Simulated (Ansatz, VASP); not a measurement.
## Two plane-wave programs on LuGe3O

```
Lu Ge O
1.0
     3.19145    0.00000    0.00000
     0.00000    3.19145    0.00000
     0.00000    0.00000    9.31633
Lu Ge O
1 3 1
Direct
  0.00000 0.00000 0.00000
  0.50000 0.50000 0.31988
  0.50000 0.50000 0.68012
  0.00000 0.00000 0.50000
  0.50000 0.50000 0.00000
```

Alike in both runs: functional PBE; k mesh 6 × 6 × 2; occupations gaussian, width 0.1 eV; no spin polarisation.

Ansatz relaxed the structure, and its values are those at the end. VASP's run is a single point on that final structure, the one shown.

|  | VASP | Ansatz |
| --- | --- | --- |
| version | VASP 6.6.1 | Ansatz 0.2.0 |
| potentials or method | VASP PAW PBE potentials, release 64 (Lu, Ge_d, O) | scalar-relativistic, plane waves, PAW |
| plane-wave cutoff (eV) | 520 | 420 |
| valence electrons in the cell | 73 | 73 |

Ansatz gave:

```
gap on the k mesh at the Fermi level (eV) : none
pressure (GPa)                            : 0.0
rms of the force components (eV/Å)        : 0.004
```

What did VASP give for the same quantities?

gap on the k mesh at the Fermi level (eV): none; pressure (GPa): 0.3; rms of the force components (eV/Å): 0.001.

A gap of «none» marks a metal or a gap that the smearing closes.

Caveats: an odd number of electrons without spin polarisation forces a metal; a magnetic or distorted state may lie lower. The runs have no spin-orbit coupling, so splittings on Lu are missing.
